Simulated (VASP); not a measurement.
# A VASP study of BaTiO3 (r2SCAN): structure first, properties next, part 3 of 5

What structure does BaTiO3 take at this level, and what are its properties? The start is a cell from a database of measured crystal structures.

VASP 6.6.1; r2SCAN; plane waves and PAW (Ba_sv, Ti_sv, O).

So far, gap on the k-mesh (eV): step 2 (relaxing cell and atoms (r2SCAN)) 2.24; step 3 (density, ELF and potential (r2SCAN)) 2.24.

**5. Total and projected DOS (r2SCAN)**

Here the states are counted by energy and projected on the atoms. The mesh is finer than in the run before.

The input, INCAR:

```
SYSTEM = BaTiO3
PREC = Accurate
ENCUT = 520
EDIFF = 1E-06
NELM = 100
ISMEAR = -5
SIGMA = 0.05
LREAL = .FALSE.
ALGO = Normal
METAGGA = R2SCAN
LASPH = .TRUE.
NBANDS = 35
LORBIT = 11
LWAVE = .FALSE.
LCHARG = .FALSE.
KPAR = 4
NEDOS = 2001
```

The input, POSCAR:

```
BaTiO3
1.0
    4.0085032005      0.0000000000      0.0000000000
    0.0000000000      4.0085032005      0.0000000000
    0.0000000000      0.0000000000      4.0085032005
Ba Ti O
1 1 3
Direct
    0.5000000000      0.5000000000      0.5000000000
    0.0000000000      0.0000000000      0.0000000000
    0.5000000000      0.0000000000      0.0000000000
    0.0000000000      0.5000000000      0.0000000000
    0.0000000000      0.0000000000      0.5000000000
```

The input, KPOINTS:

```
Automatic mesh
0
Gamma
7 7 7
0 0 0
```

Potentials, in the order of the species: Ba_sv, Ti_sv and O (PBE family, release 64).

Run with:

```bash
mpirun -np 4 vasp_std
```

Output:

```text
[... set-up lines as in an earlier step ...]
 entering main loop
       N       E                     dE             d eps       ncg     rms          rms(c)
DAV:   1     0.359075988950E+03    0.35908E+03   -0.19974E+04  1400   0.125E+03
DAV:   2    -0.571702308983E+02   -0.41625E+03   -0.38905E+03  1473   0.356E+02
DAV:   3    -0.956053415076E+02   -0.38435E+02   -0.37738E+02  1832   0.112E+02
DAV:   4    -0.972627018686E+02   -0.16574E+01   -0.16488E+01  1903   0.207E+01
DAV:   5    -0.973055325233E+02   -0.42831E-01   -0.42777E-01  1807   0.295E+00    0.225E+01
DAV:   6    -0.737638297349E+02    0.23542E+02   -0.20947E+01  1638   0.540E+01    0.628E+00
DAV:   7    -0.742068870003E+02   -0.44306E+00   -0.24773E+00  1660   0.100E+01    0.498E+00
DAV:   8    -0.742301526580E+02   -0.23266E-01   -0.28198E-01  1963   0.438E+00    0.145E+00
DAV:   9    -0.742396056538E+02   -0.94530E-02   -0.85647E-02  1691   0.231E+00    0.624E-01
DAV:  10    -0.742407498165E+02   -0.11442E-02   -0.33436E-02  1839   0.106E+00    0.659E-01
DAV:  11    -0.742360424530E+02    0.47074E-02   -0.24910E-02  1615   0.135E+00    0.171E-01
DAV:  12    -0.742356562743E+02    0.38618E-03   -0.10572E-03  1766   0.238E-01    0.985E-02
DAV:  13    -0.742355330237E+02    0.12325E-03   -0.32229E-04  1863   0.119E-01    0.358E-02
DAV:  14    -0.742355277194E+02    0.53043E-05   -0.24576E-05  1777   0.356E-02    0.262E-02
DAV:  15    -0.742355182486E+02    0.94708E-05   -0.15639E-05  1718   0.302E-02    0.732E-03
DAV:  16    -0.742355185975E+02   -0.34888E-06   -0.25388E-06  1532   0.125E-02
   1 F= -.74235519E+02 E0= -.74235519E+02  d E =0.000000E+00
```

Wall time 25 s (4 MPI ranks of Intel Xeon 6975P-C (Granite Rapids), shared host); peak memory 0.75 GiB; 95 s of CPU time.

OUTCAR, selected parts (step 5):

```text
   k-points           NKPTS =     20   k-points in BZ     NKDIM =     20   number of bands    NBANDS=     35

   NELECT =      40.0000    total number of electrons

 E-fermi :   3.4675

 k-point     1 :       0.0000    0.0000    0.0000
  band No.  band energies     occupation
    ...
     16       2.3802      2.00000
     17       2.3802      2.00000
     18       3.3369      2.00000
     19       3.3369      2.00000
     20       3.3369      2.00000
     21       5.6210      0.00000
     22       5.6210      0.00000
     23       5.6210      0.00000
     24       7.6333      0.00000
     25       7.6333      0.00000
    ...

  Total       -0.0021388     -0.0021388     -0.0021388      0.0000000     -0.0000000      0.0000000
  in kB       -0.0532034     -0.0532034     -0.0532034      0.0000000     -0.0000000      0.0000000
  external PRESSURE =      -0.0532034 kB  Pullay stress =       0.0000000 kB

  FREE ENERGIE OF THE ION-ELECTRON SYSTEM (eV)
  ---------------------------------------------------
  free  energy   TOTEN  =       -74.2355185975 eV

  energy  without entropy=      -74.2355185975  energy(sigma->0) =      -74.23551860

[... 7 parts as in an earlier step ...]

[... 10 further parts left out ...]
```

This step gave:

```
irreducible k-points           : 20
free energy (TOTEN)            : -74.2355 eV
Fermi energy                   : 3.467 eV
pressure                       : -0.005320 GPa
valence top at k               : 0.4286, 0.4286, 0.4286
gap on the k-mesh              : 2.185 eV
least direct gap on the k-mesh : 2.284 eV
```

The density of states has structure finer than the step of the table below, so its rows give means over 0.5 eV, whole bins alone (the curve runs from -12.0 to 8.00 eV). Peaks (eV: height): total -10.18: 13.5, -9.84: 9.99, -2.38: 9.67, -0.92: 8.68; O p -3.32: 2.98, -2.64: 4.42, -2.38: 4.67, -0.92: 5.71; Ti d -3.84: 1.14, -2.38: 1.13, 3.88: 6.52; Ba p -10.18: 11.7, -9.84: 8.96; Ba d -2.64: 0.23, -2.38: 0.204, -0.92: 0.135.

States under -12.0 eV and over 8.0 eV are left out. Density of states against energy, zero at the valence-band top; means over each step; 7 of 8 lines; values in states/eV/cell:

| energy (eV) | total | O p | Ti d | Ba p | Ba d | Ti p | Ti s |
| --- | --- | --- | --- | --- | --- | --- | --- |
| -11.5 | 0 | 0 | 0 | 0 | 0 | 0 | 0 |
| -11.0 | 0.0953 | 0.00322 | 5.6e-4 | 0.0770 | 3.1e-5 | 0 | 0 |
| -10.5 | 3.24 | 0.0774 | 0.0115 | 2.72 | 0.00206 | 3.4e-4 | 1.1e-4 |
| -10.0 | 8.67 | 0.110 | 0.0163 | 7.64 | 0.00253 | 0.00373 | 7.7e-4 |
| -9.5 | 0.0211 | 5.0e-5 | 2.5e-5 | 0.0192 | 0 | 0 | 0 |
| -9.0 | 0 | 0 | 0 | 0 | 0 | 0 | 0 |
| -8.5 | 0 | 0 | 0 | 0 | 0 | 0 | 0 |
| -8.0 | 0 | 0 | 0 | 0 | 0 | 0 | 0 |
| -7.5 | 0 | 0 | 0 | 0 | 0 | 0 | 0 |
| -7.0 | 0 | 0 | 0 | 0 | 0 | 0 | 0 |
| -6.5 | 0 | 0 | 0 | 0 | 0 | 0 | 0 |
| -6.0 | 0 | 0 | 0 | 0 | 0 | 0 | 0 |
| -5.5 | 0 | 0 | 0 | 0 | 0 | 0 | 0 |
| -5.0 | 0 | 0 | 0 | 0 | 0 | 0 | 0 |
| -4.5 | 0.250 | 0.130 | 0.0236 | 1.2e-4 | 0.00140 | 0.00155 | 0.0283 |
| -4.0 | 3.18 | 1.63 | 0.583 | 0.00733 | 0.0199 | 0.0350 | 0.181 |
| -3.5 | 3.85 | 1.95 | 0.719 | 0.0340 | 0.0378 | 0.0900 | 0.0488 |
| -3.0 | 4.05 | 2.11 | 0.460 | 0.0870 | 0.0700 | 0.156 | 0.0216 |
| -2.5 | 6.53 | 3.35 | 0.606 | 0.297 | 0.158 | 0.176 | 0.0119 |
| -2.0 | 3.33 | 1.80 | 0.302 | 0.108 | 0.0758 | 0.0379 | 0.0143 |
| -1.5 | 2.77 | 1.67 | 0.126 | 0.0347 | 0.0524 | 0.0421 | 0.0182 |
| -1.0 | 5.65 | 3.70 | 0.128 | 0.112 | 0.0892 | 0.0376 | 0.00560 |
| -0.5 | 5.24 | 3.59 | 0.100 | 0.106 | 0.0576 | 0.0261 | 0.00107 |
| 0.0 | 1.21 | 0.880 | 0.00349 | 0.00516 | 0.0116 | 0.00126 | 1.4e-6 |
| 0.5 | 0 | 0 | 0 | 0 | 0 | 0 | 0 |
| 1.0 | 0 | 0 | 0 | 0 | 0 | 0 | 0 |
| 1.5 | 0 | 0 | 0 | 0 | 0 | 0 | 0 |
| 2.0 | 0.0132 | 3.0e-4 | 0.0106 | 0 | 2.5e-4 | 0 | 0 |
| 2.5 | 0.991 | 0.0499 | 0.783 | 2.1e-4 | 0.0111 | 8.6e-5 | 8.0e-5 |
| 3.0 | 1.76 | 0.154 | 1.36 | 0.00106 | 0.0164 | 5.1e-4 | 2.5e-4 |
| 3.5 | 3.36 | 0.400 | 2.56 | 0.00337 | 0.0277 | 0.00150 | 3.8e-4 |
| 4.0 | 5.03 | 0.627 | 3.87 | 0.00862 | 0.0500 | 0.00289 | 3.0e-4 |
| 4.5 | 1.69 | 0.143 | 1.38 | 0.00307 | 0.00828 | 0.00573 | 0.00275 |
| 5.0 | 1.43 | 0.109 | 1.16 | 2.3e-4 | 0.00288 | 0.0142 | 0.0143 |
| 5.5 | 1.11 | 0.120 | 0.850 | 2.4e-4 | 0.00536 | 0.0150 | 0.0133 |
| 6.0 | 0.991 | 0.132 | 0.632 | 5.5e-4 | 0.0661 | 0.0141 | 0.0103 |
| 6.5 | 1.51 | 0.222 | 0.826 | 0.00168 | 0.173 | 0.0178 | 0.0177 |
| 7.0 | 1.66 | 0.265 | 0.729 | 0.00257 | 0.306 | 0.0170 | 0.00969 |
| 7.5 | 2.02 | 0.337 | 0.660 | 0.00377 | 0.539 | 0.0134 | 0.00349 |

The gap on this mesh is 2.19 eV, over the 2.12 eV of the band run, since this mesh misses a band edge. In the top eV of the valence band the largest shares in the PAW spheres are O p 68 %. The rest lies in smaller channels or between the spheres.

(Continued in part 4 of 5.)

[Lines on the potential files, build, host, timing and source positions are cut from VASP's logs without a mark.]

[Logs are printed without paths, hosts, clocks, repeated set-up lines and the standing remarks that a program may print on its own settings, such as how far it seeks lower states.]

[Hosts, paths, dates, database ids (printed as entryN), source tags and the programs' standing remarks are cut or masked in the printed files.]

[A measured line is paired with the nearest computed mode of its activity, which favours agreement.]

[In band tables of VASP the shares of atoms and orbitals are scaled to a sum of 1 inside the atoms' spheres.]
